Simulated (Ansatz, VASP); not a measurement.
**BeBrF: VASP beside Ansatz**

Wanted: the spread between two codes on one cell, functional and k mesh. The cell is generated by rule, not measured, and may not be a known phase. The cell is taken from a series of runs on this material, whose earlier steps may have relaxed, scaled, displaced or heated it; both programs get it as it stands.

Method: plane waves, with VASP 6.6.1 beside it; zone-centre phonons at PBEsol, in Ansatz 0.2.0.

The structure was built from a prototype and need not be the compound's stable phase.

**1. The structure**

Symmetry: Pmc2_1, No. 26, orthorhombic system. The conventional cell has a = 3.474 Å, b = 7.952 Å, c = 4.799 Å, α = 90.00°, β = 90.00°, γ = 90.00°. Nearest to Be lie 2 F at 1.54 Å and 2 Br at 2.20 Å. Nearest to Br lie 2 Be at 2.20 Å. F has 2 Be at 1.54 Å nearest. Farther neighbours and most contacts between anions are not listed.

**2. VASP: zone-centre phonons, PBEsol, pair 1**

Second derivatives magnify differences that forces hide, and they need a tight electronic threshold.

Lines of VASP's logs that name or quote its potential files are left out, and so is its time.

INCAR

```
SYSTEM = BeBrF
PREC = Accurate
ENCUT = 600
EDIFF = 1E-08
NELM = 120
ISMEAR = 0
SIGMA = 0.01
LREAL = .FALSE.
ALGO = Normal
GGA = PS
NBANDS = 22
LORBIT = 11
LWAVE = .FALSE.
LCHARG = .FALSE.
ISIF = 2
IBRION = 8
LEPSILON = .TRUE.
LASPH = .TRUE.
GGA_COMPAT = .FALSE.
EFERMI = MIDGAP
KPAR = 2
```

POSCAR

```
BeBrF
1.0
    3.4740513020      0.0000000000      0.0034670517
    0.0000000000      7.9521573831      0.0000000000
   -0.0056430492      0.0000000000      4.7993447749
Be Br F
2 2 2
Direct
    0.8965745790      0.1081188178      0.7788375611
    0.8965745790      0.8918811822      0.2788375611
    0.3965935107      0.7293860174      0.3603250575
    0.3965935107      0.2706139826      0.8603250575
    0.8965704782      0.9538001990      0.9743352019
    0.8965704782      0.0461998010      0.4743352019
```

KPOINTS

```
Automatic mesh
0
Gamma
6 4 4
0 0 0
```

Potentials, in the order of the species: Be, Br and F (PBE family, release 64).

Run with:

```sh
mpirun -np 2 vasp_std
```

Numbers of over 12 decimals in the logs are rounded to 6 here.

Output:

```text
[banner, memory and clock lines left out]
running    2 mpi-ranks, on    1 nodes
 distrk:  each k-point on    1 cores,    2 groups
 distr:  one band on    1 cores,    1 groups

 POSCAR found type information on POSCAR BeBrF
 POSCAR found :  3 types and       6 ions
|                                                                             |
|               ----> ADVICE to this user running VASP <----                  |
|                                                                             |
|     You enforced a specific xc type in the INCAR file but a different       |
|     [... a line on the potential file left out ...]
|     I HOPE YOU KNOW WHAT YOU ARE DOING!                                     |
|                                                                             |

 LDA part: xc-table for (Slater+PW92), standard interpolation
 POSCAR, INCAR and KPOINTS ok, starting setup
 FFT: planning ... GRIDC
 FFT: planning ... GRID_SOFT
 FFT: planning ... GRID
 WAVECAR not read
 entering main loop
       N       E                     dE             d eps       ncg     rms          rms(c)
DAV:   1     0.221220188311E+03    0.22122E+03   -0.15314E+04  1848   0.138E+03
DAV:   2    -0.122017947037E+02   -0.23342E+03   -0.22339E+03  2550   0.280E+02
DAV:   3    -0.290792765374E+02   -0.16877E+02   -0.16817E+02  2340   0.843E+01
DAV:   4    -0.292905264276E+02   -0.21125E+00   -0.21099E+00  2264   0.107E+01
DAV:   5    -0.292935863281E+02   -0.30599E-02   -0.30590E-02  2250   0.127E+00    0.779E+00
DAV:   6    -0.283191939699E+02    0.97439E+00   -0.38781E+00  2244   0.132E+01    0.334E+00
DAV:   7    -0.282974299254E+02    0.21764E-01   -0.14049E-01  2244   0.241E+00    0.208E+00
DAV:   8    -0.282988815602E+02   -0.14516E-02   -0.62403E-02  2244   0.182E+00    0.319E-01
DAV:   9    -0.282987941950E+02    0.87365E-04   -0.33390E-03  2184   0.440E-01    0.119E-01
DAV:  10    -0.283001079076E+02   -0.13137E-02   -0.21537E-03  2016   0.287E-01    0.514E-02
DAV:  11    -0.283001342680E+02   -0.26360E-04   -0.16476E-04  2316   0.869E-02    0.309E-02
DAV:  12    -0.283001667628E+02   -0.32495E-04   -0.42742E-05  2100   0.431E-02    0.122E-02
DAV:  13    -0.283002035017E+02   -0.36739E-04   -0.33956E-05  1998   0.342E-02    0.593E-03
DAV:  14    -0.283002055179E+02   -0.20162E-05   -0.31167E-06  2292   0.114E-02    0.299E-03
DAV:  15    -0.283002055433E+02   -0.25400E-07   -0.65005E-07  2172   0.602E-03    0.820E-04
DAV:  16    -0.283002055906E+02   -0.47305E-07   -0.62563E-08  2250   0.154E-03    0.415E-04
DAV:  17    -0.283002055956E+02   -0.50236E-08   -0.62925E-09  1512   0.504E-04
   1 F= -.28300206E+02 E0= -.28300206E+02  d E =0.000000E+00
 Linear response reoptimize wavefunctions to high precision
DAV:   1    -0.283002055955E+02    0.14916E-09   -0.20544E-09  1612   0.318E-04
DAV:   2    -0.283002055955E+02   -0.53660E-10   -0.18956E-10  1500   0.945E-05
 Linear response G [H, r] |phi>, progress :
  Direction:   1
       N       E                     dE             d eps       ncg     rms
RMM:   1    -0.129216943196E+03   -0.12922E+03    0.66137E+01  3990   0.894E+01
RMM:   2    -0.122522610024E+03    0.66943E+01   -0.93092E+00  3105   0.161E+01
RMM:   3    -0.122566769342E+03   -0.44159E-01   -0.28156E-01  3349   0.226E+00
RMM:   4    -0.122568247492E+03   -0.14781E-02   -0.91942E-03  3377   0.359E-01
RMM:   5    -0.122568245008E+03    0.24835E-05   -0.43053E-04  3441   0.680E-02
RMM:   6    -0.122568245557E+03   -0.54827E-06   -0.24836E-05  3463   0.140E-02
RMM:   7    -0.122568245639E+03   -0.82831E-07   -0.10892E-05  3391   0.468E-03
RMM:   8    -0.122568245426E+03    0.21353E-06   -0.51774E-06  3230   0.293E-03
RMM:   9    -0.122568245523E+03   -0.97183E-07    0.13982E-05  2914   0.262E-03
RMM:  10    -0.122568245604E+03   -0.81032E-07   -0.43118E-05  2587   0.258E-03
RMM:  11    -0.122568245661E+03   -0.57247E-07    0.24682E-05  2557   0.257E-03
RMM:  12    -0.122568245603E+03    0.58247E-07   -0.24403E-05  2551   0.256E-03
 Linear response G [H, r] |phi>, progress :
  Direction:   2
       N       E                     dE             d eps       ncg     rms
RMM:   1    -0.128637399638E+03   -0.12864E+03    0.12744E+02  4216   0.912E+01
RMM:   2    -0.122320579058E+03    0.63168E+01   -0.84651E+00  3208   0.172E+01
RMM:   3    -0.122350098458E+03   -0.29519E-01   -0.24315E-01  3425   0.240E+00
RMM:   4    -0.122352258858E+03   -0.21604E-02   -0.75125E-03  3475   0.330E-01
RMM:   5    -0.122352113855E+03    0.14500E-03   -0.54327E-04  3496   0.590E-02
RMM:   6    -0.122352099392E+03    0.14462E-04   -0.14795E-04  3507   0.125E-02
RMM:   7    -0.122352088740E+03    0.10652E-04   -0.33034E-05  3443   0.452E-03
RMM:   8    -0.122352087623E+03    0.11174E-05   -0.16643E-05  3297   0.309E-03
RMM:   9    -0.122352087192E+03    0.43116E-06   -0.44949E-05  2969   0.289E-03
[...]
RMM:  13    -0.921177816910E-02    0.25182E-07   -0.35006E-08  4305   0.351E-05    0.400E-06
RMM:  14    -0.921176555953E-02    0.12610E-07    0.62820E-08  4394   0.239E-05    0.118E-06
RMM:  15    -0.921177380113E-02   -0.82416E-08   -0.61994E-08  3790   0.193E-05    0.519E-07
 first order change of Fermi-energy  -0.77072E-01
 force on displaced ion       1 direction 3 :   0.012   0.155 -15.959
 Born effective charge ion    1 direction 3 :   0.001   0.219   1.632
 Linear response progress:
[...]
Born effective charge ion    3 direction 2 :  -0.000  -0.472   0.041
 Linear response progress:
  Degree of freedom:   6/  9
       N       E                     dE             d eps       ncg     rms          rms(c)
RMM:   1    -0.151102335141E+00   -0.15110E+00    0.52952E-02  4810   0.142E+00
RMM:   2    -0.149835876295E+00    0.12665E-02   -0.28882E-03  3913   0.232E-01    0.513E-02
RMM:   3    -0.149958304012E+00   -0.12243E-03   -0.87432E-05  4242   0.452E-02    0.322E-02
RMM:   4    -0.150162973500E+00   -0.20467E-03   -0.31081E-05  4169   0.275E-02    0.802E-03
RMM:   5    -0.150169630260E+00   -0.66568E-05   -0.15736E-06  4291   0.547E-03    0.359E-03
RMM:   6    -0.150165791606E+00    0.38387E-05   -0.78354E-07  4261   0.259E-03    0.774E-04
RMM:   7    -0.150165663660E+00    0.12795E-06    0.14795E-07  4277   0.875E-04    0.280E-04
RMM:   8    -0.150164747394E+00    0.91627E-06   -0.74974E-08  4225   0.509E-04    0.104E-04
RMM:   9    -0.150165052614E+00   -0.30522E-06   -0.88971E-09  3994   0.313E-04    0.552E-05
RMM:  10    -0.150165021104E+00    0.31510E-07   -0.23177E-08  4322   0.127E-04    0.164E-05
RMM:  11    -0.150165055544E+00   -0.34440E-07   -0.60909E-09  4324   0.104E-04    0.751E-06
RMM:  12    -0.150165059550E+00   -0.40067E-08   -0.45045E-08  4394   0.778E-05    0.307E-06
 first order change of Fermi-energy  -0.71245E-01
 force on displaced ion       3 direction 3 :  -0.005   1.522  -1.962
 Born effective charge ion    3 direction 3 :  -0.001   0.073  -0.271
 Linear response progress:
  Degree of freedom:   7/  9
       N       E                     dE             d eps       ncg     rms          rms(c)
RMM:   1    -0.527040438838E+00   -0.52704E+00    0.67313E-01  4209   0.403E+00
RMM:   2    -0.525909356162E+00    0.11311E-02   -0.56892E-03  3739   0.490E-01    0.972E-02
RMM:   3    -0.527277602980E+00   -0.13682E-02   -0.55702E-04  3833   0.128E-01    0.519E-02
RMM:   4    -0.528821650669E+00   -0.15440E-02   -0.21887E-04  3736   0.819E-02    0.107E-02
RMM:   5    -0.528976649658E+00   -0.15500E-03   -0.12222E-05  4203   0.160E-02    0.380E-03
RMM:   6    -0.528919545084E+00    0.57105E-04   -0.64568E-07  3891   0.504E-03    0.498E-04
RMM:   7    -0.528919690666E+00   -0.14558E-06   -0.28460E-08  4217   0.923E-04    0.207E-04
RMM:   8    -0.528919760761E+00   -0.70095E-07   -0.65240E-09  4319   0.419E-04    0.329E-05
RMM:   9    -0.528919976332E+00   -0.21557E-06   -0.42896E-09  4159   0.906E-05    0.914E-06
RMM:  10    -0.528919996573E+00   -0.20242E-07   -0.45331E-09  4258   0.660E-05    0.332E-06
RMM:  11    -0.528920010273E+00   -0.13700E-07   -0.46111E-09  4249   0.554E-05    0.771E-07
RMM:  12    -0.528920010968E+00   -0.69484E-09   -0.42348E-09  3220   0.505E-05    0.430E-07
 first order change of Fermi-energy  -0.12319E-03
 force on displaced ion       5 direction 1 :  -2.437   0.013   0.015
 Born effective charge ion    5 direction 1 :  -0.833  -0.001   0.001
 Linear response progress:
  Degree of freedom:   8/  9
       N       E                     dE             d eps       ncg     rms          rms(c)
RMM:   1    -0.550276351318E+00   -0.55028E+00    0.71378E-01  4357   0.425E+00
RMM:   2    -0.542021081942E+00    0.82553E-02   -0.83756E-03  3664   0.648E-01    0.140E-01
RMM:   3    -0.543347957290E+00   -0.13269E-02   -0.98262E-04  3623   0.199E-01    0.739E-02
RMM:   4    -0.544903214571E+00   -0.15553E-02   -0.50474E-04  3756   0.128E-01    0.194E-02
RMM:   5    -0.545132520425E+00   -0.22931E-03   -0.54841E-05  4201   0.362E-02    0.973E-03
RMM:   6    -0.544916782724E+00    0.21574E-03   -0.28238E-05  4071   0.187E-02    0.438E-03
RMM:   7    -0.544970277167E+00   -0.53494E-04   -0.41709E-06  4071   0.594E-03    0.269E-03
RMM:   8    -0.544959290191E+00    0.10987E-04   -0.13083E-05  4227   0.638E-03    0.100E-03
RMM:   9    -0.544949908178E+00    0.93820E-05    0.28735E-06  4271   0.176E-03    0.438E-04
RMM:  10    -0.544954231041E+00   -0.43229E-05   -0.11387E-06  4155   0.100E-03    0.128E-04
RMM:  11    -0.544954776137E+00   -0.54510E-06   -0.34021E-07  4245   0.288E-04    0.712E-05
RMM:  12    -0.544954624385E+00    0.15175E-06   -0.32213E-07  4193   0.313E-04    0.216E-05
RMM:  13    -0.544954477600E+00    0.14679E-06   -0.11675E-07  4345   0.118E-04    0.116E-05
RMM:  14    -0.544954543185E+00   -0.65585E-07   -0.88652E-08  4313   0.109E-04    0.468E-06
RMM:  15    -0.544954527769E+00    0.15417E-07   -0.10761E-07  4354   0.848E-05    0.185E-06
RMM:  16    -0.544954532457E+00   -0.46884E-08   -0.75208E-08  4087   0.838E-05    0.505E-07
 first order change of Fermi-energy   0.82122E-01
 force on displaced ion       5 direction 2 :   0.014 -11.683   8.510
 Born effective charge ion    5 direction 2 :  -0.001  -1.123   0.637
 Linear response progress:
  Degree of freedom:   9/  9
       N       E                     dE             d eps       ncg     rms          rms(c)
RMM:   1    -0.546795397441E+00   -0.54680E+00    0.73965E-01  4422   0.409E+00
RMM:   2    -0.536622438844E+00    0.10173E-01   -0.10297E-02  3671   0.635E-01    0.155E-01
RMM:   3    -0.538063613383E+00   -0.14412E-02   -0.10934E-03  3705   0.198E-01    0.840E-02
RMM:   4    -0.539994641359E+00   -0.19310E-02   -0.71163E-04  3823   0.149E-01    0.204E-02
RMM:   5    -0.540144960457E+00   -0.15032E-03   -0.50870E-05  4279   0.337E-02    0.812E-03
RMM:   6    -0.540062792598E+00    0.82168E-04   -0.72514E-06  4182   0.120E-02    0.226E-03
RMM:   7    -0.540100443686E+00   -0.37651E-04   -0.85494E-07  4167   0.329E-03    0.116E-03
RMM:   8    -0.540099672262E+00    0.77142E-06   -0.17900E-06  4204   0.255E-03    0.600E-04
RMM:   9    -0.540095731111E+00    0.39412E-05    0.37146E-07  4129   0.121E-03    0.270E-04
RMM:  10    -0.540097410245E+00   -0.16791E-05   -0.13320E-07  4326   0.458E-04    0.147E-04
RMM:  11    -0.540099215360E+00   -0.18051E-05   -0.20614E-07  4217   0.315E-04    0.533E-05
RMM:  12    -0.540098807507E+00    0.40785E-06   -0.94954E-08  4173   0.165E-04    0.159E-05
RMM:  13    -0.540098767515E+00    0.39992E-07    0.21803E-08  4297   0.106E-04    0.561E-06
RMM:  14    -0.540098730930E+00    0.36585E-07   -0.24762E-08  4319   0.822E-05    0.233E-06
RMM:  15    -0.540098734365E+00   -0.34347E-08   -0.65480E-09  4107   0.776E-05    0.127E-06
 first order change of Fermi-energy   0.14847E+00
 force on displaced ion       5 direction 3 :   0.015   8.497 -17.571
 Born effective charge ion    5 direction 3 :   0.001   0.601  -1.362
 Born effective charges drift removed
 Linear response finished
```

(Continued in part 2 of 3.)

[Lines on the potential files, build, host, timing and source positions are cut from VASP's logs without a mark.]

[Logs are printed without paths, hosts, clocks, repeated set-up lines and the standing remarks that a program may print on its own settings, such as how far it seeks lower states.]

[Hosts, paths, dates, database ids (printed as entryN), source tags and the programs' standing remarks are cut or masked in the printed files.]
